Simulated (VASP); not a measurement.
Level of theory: PBEsol GGA, VASP's PBE PAW potentials (set 64) (plane waves; VASP).

VASP ran on this input.

**POSCAR**
```
CuZn
1.0
  2.9095774158   0.0000000000   0.0000000000
  0.0000000000   2.9095774158   0.0000000000
  0.0000000000   0.0000000000   2.9095774158
Zn Cu
1 1
Direct
  0.5000000000   0.5000000000   0.5000000000
  0.0000000000   0.0000000000   0.0000000000
```

**KPOINTS**
```
Automatic mesh
0
Gamma
14 14 14
0 0 0
```

**INCAR**
```
! general
SYSTEM =CuZn
PREC   =Normal
ENCUT  =400
LREAL  =.False.
LASPH  =.True.

! electronic loop
EDIFF  =1E-5
NELM   =100
NELMIN =4
ALGO   =Fast
LMAXMIX=4

! smearing
ISMEAR =1
SIGMA  =0.1

! functional
GGA    =PS

! ions
IBRION =2
NSW    =20
ISIF   =2
EDIFFG =-0.03

! output
LWAVE  =.False.
LCHARG =.False.
```

POTCAR, in this order: Zn Cu (PBE.64 set). Program: vasp_std.

Output of the run:

**OUTCAR**
```
 ion  position               nearest neighbor table
   1  0.500  0.500  0.500-   2 2.52   2 2.52   2 2.52   2 2.52   2 2.52   2 2.52   2 2.52   2 2.52
  LATTYP: Found a simple cubic cell.
 ALAT       =     2.9095774158
 Subroutine PRICEL returns:
 Original cell was already a primitive cell.
 Subroutine GETGRP returns: Found 48 space group operations
The static configuration has the point symmetry O_h .
The dynamic configuration has the point symmetry O_h .
 Subroutine INISYM returns: Found 48 space group operations
 Subroutine IBZKPT returns following result:
 Found    120 irreducible k-points:

 Following reciprocal coordinates:
            Coordinates               Weight
  0.000000  0.000000  0.000000      1.000000
  0.071429  0.000000  0.000000      6.000000
  0.142857  0.000000  0.000000      6.000000
  0.214286  0.000000  0.000000      6.000000
  0.285714  0.000000  0.000000      6.000000
  0.357143  0.000000  0.000000      6.000000
  0.428571  0.000000  0.000000      6.000000
  0.500000  0.000000  0.000000      3.000000
  0.071429  0.071429  0.000000     12.000000
  0.142857  0.071429  0.000000     24.000000
...
```

### OSZICAR
```
       N       E                     dE             d eps       ncg     rms          rms(c)
DAV:   1     0.100243194298E+03    0.10024E+03   -0.99098E+03  3744   0.214E+03
DAV:   2    -0.494056663143E+01   -0.10518E+03   -0.10247E+03  3642   0.305E+02
DAV:   3    -0.742688894438E+01   -0.24863E+01   -0.24776E+01  4406   0.649E+01
DAV:   4    -0.744372581072E+01   -0.16837E-01   -0.16835E-01  4279   0.465E+00
DAV:   5    -0.744393892974E+01   -0.21312E-03   -0.21311E-03  4699   0.560E-01    0.105E+01
RMM:   6    -0.716690122766E+01    0.27704E+00   -0.14434E+01  3600   0.717E+01    0.696E+00
RMM:   7    -0.610614190631E+01    0.10608E+01   -0.40247E+00  3609   0.366E+01    0.247E+00
RMM:   8    -0.610410005524E+01    0.20419E-02   -0.52521E-02  3638   0.373E+00    0.119E+00
RMM:   9    -0.609882009389E+01    0.52800E-02   -0.20645E-02  3619   0.245E+00    0.253E-01
RMM:  10    -0.609817626461E+01    0.64383E-03   -0.10284E-02  3630   0.152E+00    0.901E-02
RMM:  11    -0.609831559332E+01   -0.13933E-03   -0.20621E-03  3721   0.577E-01    0.403E-02
RMM:  12    -0.609836726612E+01   -0.51673E-04   -0.46401E-04  3607   0.189E-01    0.542E-02
RMM:  13    -0.609857856958E+01   -0.21130E-03   -0.64360E-04  3730   0.413E-01    0.122E-01
RMM:  14    -0.609838400025E+01    0.19457E-03   -0.22148E-04  3231   0.280E-01    0.536E-02
RMM:  15    -0.609836316636E+01    0.20834E-04   -0.24454E-05  2368   0.684E-02    0.414E-02
RMM:  16    -0.609835020453E+01    0.12962E-04   -0.10296E-05  2112   0.395E-02    0.304E-02
RMM:  17    -0.609833716090E+01    0.13044E-04   -0.16531E-05  2174   0.577E-02    0.138E-02
RMM:  18    -0.609833483486E+01    0.23260E-05   -0.48766E-06  1783   0.234E-02
   1 F= -.60983348E+01 E0= -.60984178E+01  d E =-.609833E+01
```

File OUTCAR:
```
------------------------ aborting loop because EDIFF is reached ----------------------------------------
  FORCE on cell =-STRESS in cart. coord.  units (eV):
  Direction    XX          YY          ZZ          XY          YZ          ZX
  --------------------------------------------------------------------------------------
  Total        0.0127958      0.0127958      0.0127958     -0.0000000     -0.0000000      0.0000000
  in kB        0.8323143      0.8323143      0.8323143     -0.0000000     -0.0000000      0.0000000
  external PRESSURE =       0.8323143 kB  Pullay stress =       0.0000000 kB
  volume of cell :       24.63
      direct lattice vectors                 reciprocal lattice vectors
     2.909577416  0.000000000  0.000000000     0.343692522  0.000000000  0.000000000
     0.000000000  2.909577416  0.000000000     0.000000000  0.343692522  0.000000000
     0.000000000  0.000000000  2.909577416     0.000000000  0.000000000  0.343692522
 POSITION                                       TOTAL-FORCE (eV/Angst)
 -----------------------------------------------------------------------------------
      1.45479      1.45479      1.45479         0.000000      0.000000      0.000000
      0.00000      0.00000      0.00000         0.000000      0.000000      0.000000
 -----------------------------------------------------------------------------------
    total drift:                                0.000000     -0.000000      0.000000
  FREE ENERGIE OF THE ION-ELECTRON SYSTEM (eV)
  ---------------------------------------------------
  free  energy   TOTEN  =        -6.0983348349 eV

  energy  without entropy=       -6.0985837998  energy(sigma->0) =       -6.09841782

 reached required accuracy - stopping structural energy minimisation
```
(Selected blocks of OUTCAR.)

The compound is CuZn in the CsCl type structure. It was relaxed first. The electron count is odd and the run is not spin-polarised, which forces a metal.
